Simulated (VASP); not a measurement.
OSZICAR of a VASP run on MgTe:

**OSZICAR**
```
...
DAV:  12    -0.398638338312E+02   -0.23374E-05   -0.35725E-07   298   0.215E-03
   7 F= -.39863834E+02 E0= -.39863834E+02  d E =-.744109E-01
       N       E                     dE             d eps       ncg     rms          rms(c)
DAV:   1    -0.398667227091E+02   -0.28912E-02   -0.58633E-01   372   0.310E+00    0.398E-01
DAV:   2    -0.398695593232E+02   -0.28366E-02   -0.29731E-02   449   0.666E-01    0.136E-01
DAV:   3    -0.398695827815E+02   -0.23458E-04   -0.67348E-04   421   0.124E-01    0.110E-01
DAV:   4    -0.398696265496E+02   -0.43768E-04   -0.20521E-04   414   0.607E-02    0.470E-02
DAV:   5    -0.398696585794E+02   -0.32030E-04   -0.11025E-04   428   0.384E-02    0.152E-02
DAV:   6    -0.398696720165E+02   -0.13437E-04   -0.15349E-05   277   0.162E-02    0.140E-02
DAV:   7    -0.398696825296E+02   -0.10513E-04   -0.25993E-06   263   0.710E-03    0.807E-03
DAV:   8    -0.398696989923E+02   -0.16463E-04   -0.32489E-06   270   0.650E-03    0.127E-03
DAV:   9    -0.398697071777E+02   -0.81854E-05   -0.15029E-06   270   0.411E-03
   8 F= -.39869707E+02 E0= -.39869707E+02  d E =-.802843E-01
       N       E                     dE             d eps       ncg     rms          rms(c)
DAV:   1    -0.398847077634E+02   -0.15009E-01   -0.12753E+00   372   0.447E+00    0.575E-01
DAV:   2    -0.398906875832E+02   -0.59798E-02   -0.66858E-02   449   0.984E-01    0.197E-01
DAV:   3    -0.398905844632E+02    0.10312E-03   -0.14590E-03   449   0.179E-01    0.164E-01
DAV:   4    -0.398905694905E+02    0.14973E-04   -0.32683E-04   435   0.758E-02    0.785E-02
DAV:   5    -0.398906092878E+02   -0.39797E-04   -0.24495E-04   428   0.599E-02    0.189E-02
DAV:   6    -0.398906389378E+02   -0.29650E-04   -0.54984E-05   414   0.291E-02    0.327E-02
DAV:   7    -0.398906411265E+02   -0.21887E-05   -0.42365E-06   263   0.967E-03
   9 F= -.39890641E+02 E0= -.39890641E+02  d E =-.209339E-01
       N       E                     dE             d eps       ncg     rms          rms(c)
DAV:   1    -0.398909861931E+02   -0.34726E-03   -0.14199E+00   372   0.471E+00    0.635E-01
DAV:   2    -0.398976493747E+02   -0.66632E-02   -0.74401E-02   442   0.104E+00    0.194E-01
DAV:   3    -0.398975408791E+02    0.10850E-03   -0.16452E-03   449   0.190E-01    0.163E-01
DAV:   4    -0.398975526155E+02   -0.11736E-04   -0.37093E-04   442   0.808E-02    0.765E-02
DAV:   5    -0.398976270734E+02   -0.74458E-04   -0.25809E-04   407   0.617E-02    0.202E-02
DAV:   6    -0.398976779129E+02   -0.50840E-04   -0.58391E-05   421   0.297E-02    0.339E-02
DAV:   7    -0.398976808553E+02   -0.29423E-05   -0.43982E-06   284   0.981E-03
  10 F= -.39897681E+02 E0= -.39897681E+02  d E =-.279737E-01
       N       E                     dE             d eps       ncg     rms          rms(c)
DAV:   1    -0.399115359588E+02   -0.13858E-01   -0.74727E-01   372   0.354E+00    0.410E-01
DAV:   2    -0.399151808545E+02   -0.36449E-02   -0.36614E-02   456   0.723E-01    0.150E-01
DAV:   3    -0.399153027482E+02   -0.12189E-03   -0.77792E-04   435   0.131E-01    0.123E-01
DAV:   4    -0.399154364168E+02   -0.13367E-03   -0.16009E-04   400   0.549E-02    0.601E-02
DAV:   5    -0.399155476507E+02   -0.11123E-03   -0.15255E-04   428   0.495E-02    0.173E-02
DAV:   6    -0.399155850605E+02   -0.37410E-04   -0.30677E-05   397   0.221E-02    0.206E-02
DAV:   7    -0.399156006815E+02   -0.15621E-04   -0.58112E-06   305   0.954E-03    0.146E-02
DAV:   8    -0.399156137970E+02   -0.13115E-04   -0.15011E-06   263   0.528E-03    0.114E-02
DAV:   9    -0.399156461717E+02   -0.32375E-04   -0.59464E-06   278   0.802E-03    0.332E-03
DAV:  10    -0.399156569201E+02   -0.10748E-04   -0.14637E-06   270   0.352E-03    0.212E-03
DAV:  11    -0.399156638964E+02   -0.69763E-05   -0.50177E-07   263   0.249E-03
  11 F= -.39915664E+02 E0= -.39915664E+02  d E =-.179830E-01
       N       E                     dE             d eps       ncg     rms          rms(c)
DAV:   1    -0.399190094814E+02   -0.33526E-02   -0.19785E+00   372   0.577E+00    0.654E-01
DAV:   2    -0.399286263958E+02   -0.96169E-02   -0.97083E-02   456   0.118E+00    0.262E-01
DAV:   3    -0.399288992144E+02   -0.27282E-03   -0.20822E-03   450   0.213E-01    0.214E-01
DAV:   4    -0.399291788295E+02   -0.27962E-03   -0.42802E-04   393   0.901E-02    0.105E-01
DAV:   5    -0.399293792319E+02   -0.20040E-03   -0.42097E-04   428   0.827E-02    0.302E-02
DAV:   6    -0.399294177703E+02   -0.38538E-04   -0.81601E-05   421   0.360E-02    0.361E-02
DAV:   7    -0.399294341957E+02   -0.16425E-04   -0.14379E-05   284   0.146E-02    0.250E-02
DAV:   8    -0.399294489994E+02   -0.14804E-04   -0.30957E-06   284   0.796E-03    0.195E-02
DAV:   9    -0.399294819729E+02   -0.32974E-04   -0.97054E-06   264   0.110E-02    0.612E-03
DAV:  10    -0.399294953467E+02   -0.13374E-04   -0.23333E-06   284   0.505E-03    0.295E-03
DAV:  11    -0.399295043800E+02   -0.90333E-05   -0.90322E-07   263   0.357E-03
  12 F= -.39929504E+02 E0= -.39929504E+02  d E =-.318235E-01
       N       E                     dE             d eps       ncg     rms          rms(c)
DAV:   1    -0.399392808287E+02   -0.97855E-02   -0.23067E+00   372   0.603E+00    0.734E-01
DAV:   2    -0.399499615485E+02   -0.10681E-01   -0.12085E-01   442   0.133E+00    0.257E-01
DAV:   3    -0.399497568723E+02    0.20468E-03   -0.24091E-03   442   0.237E-01    0.216E-01
DAV:   4    -0.399497042841E+02    0.52588E-04   -0.44804E-04   428   0.932E-02    0.112E-01
DAV:   5    -0.399497468406E+02   -0.42557E-04   -0.37354E-04   428   0.778E-02    0.191E-02
DAV:   6    -0.399497574281E+02   -0.10588E-04   -0.76235E-05   421   0.335E-02    0.353E-02
DAV:   7    -0.399497614200E+02   -0.39919E-05   -0.41917E-06   242   0.101E-02
  13 F= -.39949761E+02 E0= -.39949761E+02  d E =-.202570E-01
       N       E                     dE             d eps       ncg     rms          rms(c)
DAV:   1    -0.399466067377E+02    0.31507E-02   -0.20920E+00   372   0.575E+00    0.708E-01
DAV:   2    -0.399563295913E+02   -0.97229E-02   -0.10971E-01   449   0.127E+00    0.238E-01
DAV:   3    -0.399561516579E+02    0.17793E-03   -0.21911E-03   442   0.226E-01    0.201E-01
DAV:   4    -0.399561133605E+02    0.38297E-04   -0.40582E-04   421   0.890E-02    0.103E-01
DAV:   5    -0.399561625140E+02   -0.49153E-04   -0.32762E-04   435   0.732E-02    0.174E-02
DAV:   6    -0.399561780267E+02   -0.15513E-04   -0.68577E-05   421   0.316E-02    0.337E-02
DAV:   7    -0.399561839123E+02   -0.58857E-05   -0.37299E-06   256   0.958E-03
  14 F= -.39956184E+02 E0= -.39956184E+02  d E =-.266795E-01
       N       E                     dE             d eps       ncg     rms          rms(c)
DAV:   1    -0.399521954663E+02    0.39826E-02   -0.24462E+00   372   0.626E+00    0.789E-01
DAV:   2    -0.399637144151E+02   -0.11519E-01   -0.12461E-01   456   0.136E+00    0.297E-01
DAV:   3    -0.399636345749E+02    0.79840E-04   -0.22444E-03   450   0.234E-01    0.247E-01
DAV:   4    -0.399636956504E+02   -0.61076E-04   -0.65372E-04   442   0.110E-01    0.105E-01
DAV:   5    -0.399637960773E+02   -0.10043E-03   -0.27718E-04   428   0.609E-02    0.255E-02
DAV:   6    -0.399638032692E+02   -0.71919E-05   -0.31973E-05   425   0.228E-02
  15 F= -.39963803E+02 E0= -.39963803E+02  d E =-.761936E-02
       N       E                     dE             d eps       ncg     rms          rms(c)
DAV:   1    -0.399637989991E+02   -0.29218E-05   -0.26757E-02   372   0.655E-01    0.639E-02
DAV:   2    -0.399639214096E+02   -0.12241E-03   -0.13275E-03   456   0.141E-01    0.438E-02
DAV:   3    -0.399639202117E+02    0.11978E-05   -0.21899E-05   346   0.239E-02    0.358E-02
DAV:   4    -0.399639231022E+02   -0.28904E-05   -0.15272E-05   263   0.161E-02
  16 F= -.39963923E+02 E0= -.39963923E+02  d E =-.773919E-02
       N       E                     dE             d eps       ncg     rms          rms(c)
DAV:   1    -0.399654261890E+02   -0.15060E-02   -0.43219E-01   372   0.264E+00    0.279E-01
DAV:   2    -0.399673009033E+02   -0.18747E-02   -0.21966E-02   449   0.568E-01    0.123E-01
DAV:   3    -0.399672688915E+02    0.32012E-04   -0.43952E-04   442   0.998E-02    0.100E-01
DAV:   4    -0.399672684081E+02    0.48342E-06   -0.12236E-04   449   0.458E-02    0.443E-02
DAV:   5    -0.399672842452E+02   -0.15837E-04   -0.61370E-05   421   0.290E-02    0.987E-03
DAV:   6    -0.399672878153E+02   -0.35701E-05   -0.73865E-06   270   0.113E-02
  17 F= -.39967288E+02 E0= -.39967288E+02  d E =-.336471E-02
       N       E                     dE             d eps       ncg     rms          rms(c)
DAV:   1    -0.399673124306E+02   -0.28185E-04   -0.11119E-02   386   0.424E-01    0.531E-02
DAV:   2    -0.399673635730E+02   -0.51142E-04   -0.57021E-04   442   0.917E-02    0.141E-02
DAV:   3    -0.399673643709E+02   -0.79798E-06   -0.10466E-05   292   0.166E-02    0.104E-02
DAV:   4    -0.399673681456E+02   -0.37747E-05   -0.83974E-06   256   0.123E-02
  18 F= -.39967368E+02 E0= -.39967368E+02  d E =-.344504E-02
       N       E                     dE             d eps       ncg     rms          rms(c)
DAV:   1    -0.399679476214E+02   -0.58325E-03   -0.13440E-01   372   0.140E+00    0.200E-01
DAV:   2    -0.399685347331E+02   -0.58711E-03   -0.66361E-03   456   0.298E-01    0.760E-02
DAV:   3    -0.399685136398E+02    0.21093E-04   -0.14389E-04   449   0.571E-02    0.650E-02
DAV:   4    -0.399685021013E+02    0.11539E-04   -0.54196E-05   394   0.328E-02    0.319E-02
DAV:   5    -0.399685042181E+02   -0.21169E-05   -0.30600E-05   368   0.224E-02
  19 F= -.39968504E+02 E0= -.39968504E+02  d E =-.113607E-02
```

Task: Which electronic solver shows in the log?

Result: It is blocked Davidson (ALGO = Normal, or the opening steps of other solvers). The INCAR had ALGO = Normal.

Task: Can the final energy be trusted as converged?

Result: Self-consistency was reached. It stopped with EDIFF = 1E-5, NELM = 100, NSW = 50 and EDIFFG = -0.03 after 19 ionic steps (PBEsol GGA, plane waves, VASP's PBE PAW potentials (set 64)).

The cell is a thin slab with vacuum, built from MgTe (wurtzite): (100) face.
